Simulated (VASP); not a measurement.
Calculation: vdW-DF2, VASP's PBE PAW potentials (set 64) (plane waves; VASP).

The input files of a VASP run:

### POSCAR
```
BaTiO3
1
    3.9643644387     0.0000000000     0.0000000000
    0.0000000000     3.9643644387     0.0000000000
    0.0000000000    -0.0000000000     4.0827869269
Ba Ti O
1 1 3
Direct
  1.0000000000   0.0000000000   0.0034388627
  0.5000000000   0.5000000000   0.5215175888
  0.5000000000   0.5000000000   0.9712792185
  1.0000000000   0.5000000000   0.4838821650
  0.5000000000   1.0000000000   0.4838821650
```

**INCAR**
```
# general
SYSTEM    =  BaTiO3
PREC      =  Accurate
ENCUT     =  520
LREAL     =  .False.
LASPH     =  .True.

# electronic loop
EDIFF     =  1E-6
NELM      =  100
ALGO      =  Normal
LMAXMIX   =  4

# smearing
ISMEAR    =  0
SIGMA     =  0.05

# functional
GGA       =  ML
LUSE_VDW  =  .True.
AGGAC     =  0.0
ZAB_VDW   =  -1.8867

# ions
IBRION    =  2
NSW       =  60
ISIF      =  3
EDIFFG    =  -0.02

# output
LWAVE     =  .False.
LCHARG    =  .False.
```

File KPOINTS:
```
K-points
0
gamma
 5 5 5
```

POTCAR, in this order: Ba_sv Ti_sv O (PBE.64 set). Program: vasp_std.

Output of the run:

### OUTCAR
```
 ion  position               nearest neighbor table
   1  0.000  0.000  0.003-   4 2.79   5 2.79   4 2.79   5 2.79   3 2.81   3 2.81   3 2.81   3 2.81
                             4 2.90   5 2.90   5 2.90   4 2.90   2 3.42   2 3.42   2 3.42   2 3.42
   2  0.500  0.500  0.522-   3 1.84   4 1.99   5 1.99   5 1.99   4 1.99   3 2.25   1 3.42   1 3.42
                             1 3.42   1 3.42   1 3.51   1 3.51   1 3.51   1 3.51
   3  0.500  0.500  0.971-   2 1.84   2 2.25   1 2.81   1 2.81   1 2.81   1 2.81
   4  0.000  0.500  0.484-   2 1.99   2 1.99   1 2.79   1 2.79   1 2.90   1 2.90
   5  0.500  0.000  0.484-   2 1.99   2 1.99   1 2.79   1 2.79   1 2.90   1 2.90
  LATTYP: Found a simple tetragonal cell.
 ALAT       =     3.9643644387
 C/A-ratio  =     1.0298717462
 Subroutine PRICEL returns:
 Original cell was already a primitive cell.
 Subroutine GETGRP returns: Found  8 space group operations
The static configuration has the point symmetry C_4v.
The dynamic configuration has the point symmetry C_4v.
 Subroutine INISYM returns: Found  8 space group operations
 Subroutine IBZKPT returns following result:
 Found     18 irreducible k-points:

 Following reciprocal coordinates:
            Coordinates               Weight
  0.000000  0.000000  0.000000      1.000000
  0.200000  0.000000  0.000000      4.000000
  0.400000  0.000000  0.000000      4.000000
...
```

**OSZICAR**
```
...
DAV:   2    -0.303063444772E+02   -0.19071E-02   -0.48059E-02   976   0.169E+00    0.257E-01
DAV:   3    -0.303058240804E+02    0.52040E-03   -0.45481E-03  1200   0.521E-01    0.130E-01
DAV:   4    -0.303056075568E+02    0.21652E-03   -0.11812E-03  1232   0.307E-01    0.682E-02
DAV:   5    -0.303055873386E+02    0.20218E-04   -0.25507E-04  1208   0.114E-01    0.322E-02
DAV:   6    -0.303055908450E+02   -0.35064E-05   -0.24655E-05  1368   0.354E-02    0.183E-02
DAV:   7    -0.303055933981E+02   -0.25531E-05   -0.91928E-06  1312   0.214E-02    0.598E-03
DAV:   8    -0.303055939419E+02   -0.54384E-06   -0.26627E-06   680   0.119E-02
   6 F= -.30305594E+02 E0= -.30305594E+02  d E =-.113154E-01
       N       E                     dE             d eps       ncg     rms          rms(c)
DAV:   1    -0.303136874520E+02   -0.80941E-02   -0.12091E+00   912   0.115E+01    0.696E-01
DAV:   2    -0.303127977145E+02    0.88974E-03   -0.93915E-02   928   0.240E+00    0.408E-01
DAV:   3    -0.303110530793E+02    0.17446E-02   -0.14449E-02  1176   0.835E-01    0.238E-01
DAV:   4    -0.303100421835E+02    0.10109E-02   -0.41158E-03  1304   0.557E-01    0.106E-01
DAV:   5    -0.303099847306E+02    0.57453E-04   -0.61887E-04  1232   0.196E-01    0.444E-02
DAV:   6    -0.303099858214E+02   -0.10908E-05   -0.82217E-05  1224   0.629E-02    0.227E-02
DAV:   7    -0.303099903426E+02   -0.45212E-05   -0.12986E-05  1072   0.309E-02    0.389E-03
DAV:   8    -0.303099908110E+02   -0.46842E-06   -0.84200E-07   656   0.800E-03
   7 F= -.30309991E+02 E0= -.30309991E+02  d E =-.439687E-02
       N       E                     dE             d eps       ncg     rms          rms(c)
DAV:   1    -0.303475081588E+02   -0.37518E-01   -0.10567E+01   888   0.335E+01    0.203E+00
DAV:   2    -0.303410123714E+02    0.64958E-02   -0.83890E-01   928   0.720E+00    0.123E+00
DAV:   3    -0.303255373147E+02    0.15475E-01   -0.13040E-01  1152   0.253E+00    0.712E-01
DAV:   4    -0.303163115494E+02    0.92258E-02   -0.35526E-02  1304   0.168E+00    0.312E-01
DAV:   5    -0.303158588681E+02    0.45268E-03   -0.58267E-03  1216   0.576E-01    0.141E-01
DAV:   6    -0.303158401504E+02    0.18718E-04   -0.72311E-04  1232   0.188E-01    0.701E-02
DAV:   7    -0.303158696041E+02   -0.29454E-04   -0.13870E-04  1216   0.902E-02    0.257E-02
DAV:   8    -0.303158746001E+02   -0.49961E-05   -0.22024E-05  1024   0.416E-02    0.536E-03
DAV:   9    -0.303158753127E+02   -0.71261E-06   -0.19864E-06   824   0.109E-02
   8 F= -.30315875E+02 E0= -.30315875E+02  d E =-.102814E-01
       N       E                     dE             d eps       ncg     rms          rms(c)
DAV:   1    -0.303385279310E+02   -0.22653E-01   -0.20146E+00   864   0.135E+01    0.119E+00
DAV:   2    -0.303240584701E+02    0.14469E-01   -0.11572E-01   968   0.305E+00    0.576E-01
DAV:   3    -0.303192440440E+02    0.48144E-02   -0.33369E-02  1080   0.118E+00    0.313E-01
DAV:   4    -0.303179201568E+02    0.13239E-02   -0.85946E-03  1336   0.744E-01    0.158E-01
DAV:   5    -0.303178768049E+02    0.43352E-04   -0.15873E-03  1152   0.322E-01    0.799E-02
DAV:   6    -0.303178750698E+02    0.17351E-05   -0.41073E-04  1384   0.152E-01    0.540E-02
DAV:   7    -0.303178897200E+02   -0.14650E-04   -0.14191E-04  1200   0.805E-02    0.252E-02
DAV:   8    -0.303178868598E+02    0.28603E-05   -0.31606E-05  1080   0.432E-02    0.491E-03
DAV:   9    -0.303178864886E+02    0.37114E-06   -0.18008E-06   800   0.117E-02
   9 F= -.30317886E+02 E0= -.30317886E+02  d E =-.201118E-02
       N       E                     dE             d eps       ncg     rms          rms(c)
DAV:   1    -0.303196439948E+02   -0.17571E-02   -0.13988E-01   864   0.357E+00    0.314E-01
DAV:   2    -0.303186401413E+02    0.10039E-02   -0.81237E-03   968   0.815E-01    0.153E-01
DAV:   3    -0.303183057566E+02    0.33438E-03   -0.24221E-03  1048   0.317E-01    0.874E-02
DAV:   4    -0.303181997255E+02    0.10603E-03   -0.64081E-04  1336   0.208E-01    0.415E-02
DAV:   5    -0.303181973131E+02    0.24125E-05   -0.11801E-04  1120   0.858E-02    0.214E-02
DAV:   6    -0.303181978741E+02   -0.56100E-06   -0.28875E-05  1400   0.404E-02    0.143E-02
DAV:   7    -0.303181997577E+02   -0.18836E-05   -0.99014E-06  1128   0.210E-02    0.680E-03
DAV:   8    -0.303182002068E+02   -0.44919E-06   -0.21866E-06   720   0.117E-02
  10 F= -.30318200E+02 E0= -.30318200E+02  d E =-.232489E-02
       N       E                     dE             d eps       ncg     rms          rms(c)
DAV:   1    -0.303215497717E+02   -0.33500E-02   -0.91576E-01   864   0.843E+00    0.521E-01
DAV:   2    -0.303200856683E+02    0.14641E-02   -0.35497E-02   936   0.158E+00    0.228E-01
DAV:   3    -0.303193583024E+02    0.72737E-03   -0.62887E-03  1184   0.503E-01    0.117E-01
DAV:   4    -0.303191809096E+02    0.17739E-03   -0.15930E-03  1320   0.310E-01    0.605E-02
DAV:   5    -0.303191865346E+02   -0.56249E-05   -0.18411E-04  1224   0.112E-01    0.326E-02
DAV:   6    -0.303192012820E+02   -0.14747E-04   -0.71339E-05  1416   0.544E-02    0.213E-02
DAV:   7    -0.303192068432E+02   -0.55612E-05   -0.11844E-05  1144   0.279E-02    0.723E-03
DAV:   8    -0.303192080771E+02   -0.12339E-05   -0.19465E-06   880   0.121E-02    0.151E-03
DAV:   9    -0.303192083424E+02   -0.26533E-06   -0.46875E-07   432   0.517E-03
  11 F= -.30319208E+02 E0= -.30319208E+02  d E =-.100814E-02
       N       E                     dE             d eps       ncg     rms          rms(c)
DAV:   1    -0.303192116387E+02   -0.35616E-05   -0.87130E-04   864   0.260E-01    0.162E-02
DAV:   2    -0.303192100841E+02    0.15546E-05   -0.34118E-05   944   0.485E-02    0.709E-03
DAV:   3    -0.303192095821E+02    0.50200E-06   -0.57370E-06  1024   0.154E-02
  12 F= -.30319210E+02 E0= -.30319210E+02  d E =-.100938E-02
       N       E                     dE             d eps       ncg     rms          rms(c)
DAV:   1    -0.303168199868E+02    0.23901E-02   -0.71130E-01   984   0.917E+00    0.206E-01
DAV:   2    -0.303197636293E+02   -0.29436E-02   -0.36277E-02   944   0.143E+00    0.177E-01
DAV:   3    -0.303197013100E+02    0.62319E-04   -0.18396E-03  1224   0.335E-01    0.967E-02
DAV:   4    -0.303196457892E+02    0.55521E-04   -0.33372E-04  1200   0.165E-01    0.572E-02
DAV:   5    -0.303196363159E+02    0.94733E-05   -0.12533E-04  1176   0.950E-02    0.121E-02
DAV:   6    -0.303196375586E+02   -0.12427E-05   -0.11172E-05   984   0.265E-02    0.790E-03
DAV:   7    -0.303196378280E+02   -0.26943E-06   -0.22072E-06   728   0.151E-02
  13 F= -.30319638E+02 E0= -.30319638E+02  d E =-.428246E-03
       N       E                     dE             d eps       ncg     rms          rms(c)
DAV:   1    -0.303194849446E+02    0.15261E-03   -0.60625E-02   984   0.268E+00    0.602E-02
DAV:   2    -0.303197344885E+02   -0.24954E-03   -0.30899E-03   944   0.417E-01    0.515E-02
DAV:   3    -0.303197308809E+02    0.36076E-05   -0.15320E-04  1224   0.964E-02    0.283E-02
DAV:   4    -0.303197267023E+02    0.41786E-05   -0.28548E-05  1200   0.478E-02    0.168E-02
DAV:   5    -0.303197264476E+02    0.25470E-06   -0.10693E-05  1152   0.278E-02    0.342E-03
DAV:   6    -0.303197265532E+02   -0.10564E-06   -0.79908E-07   448   0.759E-03
  14 F= -.30319727E+02 E0= -.30319727E+02  d E =-.516971E-03
       N       E                     dE             d eps       ncg     rms          rms(c)
DAV:   1    -0.303198504207E+02   -0.12397E-03   -0.44237E-02   888   0.191E+00    0.754E-02
DAV:   2    -0.303198747827E+02   -0.24362E-04   -0.15618E-03   880   0.325E-01    0.398E-02
DAV:   3    -0.303198636093E+02    0.11173E-04   -0.17498E-04  1184   0.890E-02    0.225E-02
DAV:   4    -0.303198566980E+02    0.69112E-05   -0.41220E-05  1344   0.546E-02    0.119E-02
DAV:   5    -0.303198560384E+02    0.65967E-06   -0.70368E-06  1224   0.207E-02
  15 F= -.30319856E+02 E0= -.30319856E+02  d E =-.129485E-03
```

File OUTCAR:
```
------------------------ aborting loop because EDIFF is reached ----------------------------------------
  FORCE on cell =-STRESS in cart. coord.  units (eV):
  Direction    XX          YY          ZZ          XY          YZ          ZX
  --------------------------------------------------------------------------------------
  Total       -0.0066958     -0.0066958      0.0619711      0.0000000      0.0000000      0.0000000
  in kB       -0.1515072     -0.1515072      1.4022425      0.0000000      0.0000000      0.0000000
  external PRESSURE =       0.3664094 kB  Pullay stress =       0.0000000 kB
  volume of cell :       70.81
      direct lattice vectors                 reciprocal lattice vectors
     4.053110224  0.000000000  0.000000000     0.246724107  0.000000000  0.000000000
     0.000000000  4.053110224  0.000000000     0.000000000  0.246724107  0.000000000
     0.000000000 -0.000000000  4.310226664     0.000000000 -0.000000000  0.232006360
 POSITION                                       TOTAL-FORCE (eV/Angst)
 -----------------------------------------------------------------------------------
      0.00000     -0.00000      0.05341        -0.000000     -0.000000      0.006118
      2.02656      2.02656      2.29061        -0.000000      0.000000     -0.008118
      2.02656      2.02656      4.12569        -0.000000      0.000000     -0.012246
      4.05311      2.02656      2.07534         0.000000     -0.000000      0.007123
      2.02656      4.05311      2.07534        -0.000000     -0.000000      0.007123
 -----------------------------------------------------------------------------------
    total drift:                                0.000000      0.000000     -0.003213
  FREE ENERGIE OF THE ION-ELECTRON SYSTEM (eV)
  ---------------------------------------------------
  free  energy   TOTEN  =       -30.3198560384 eV

  energy  without entropy=      -30.3198560384  energy(sigma->0) =      -30.31985604

 reached required accuracy - stopping structural energy minimisation
```
(Selected blocks of OUTCAR.)

**CONTCAR**
```
BaTiO3
   1.00000000000000
     4.0531102241961054    0.0000000000000000    0.0000000000000000
     0.0000000000000000    4.0531102241961054    0.0000000000000000
     0.0000000000000000   -0.0000000000000000    4.3102266642124567
  Ba              Ti              O
     1     1     3
Direct
     0.0000000000000000    0.0000000000000000    0.0123909239978031
     0.5000000000000000    0.5000000000000000    0.5314372482194478
     0.5000000000000000    0.5000000000000000    0.9571855421329202
     1.0000000000000000    0.5000000000000000    0.4814931428249138
     0.5000000000000000    1.0000000000000000    0.4814931428249138
```

Energy and stress use the plane-wave basis of the starting cell.

The compound is BaTiO3 in the tetragonal perovskite structure. This run relaxes it. Symmetry was kept, so distortions that lower it aren't found. The start is the result of an earlier pass.
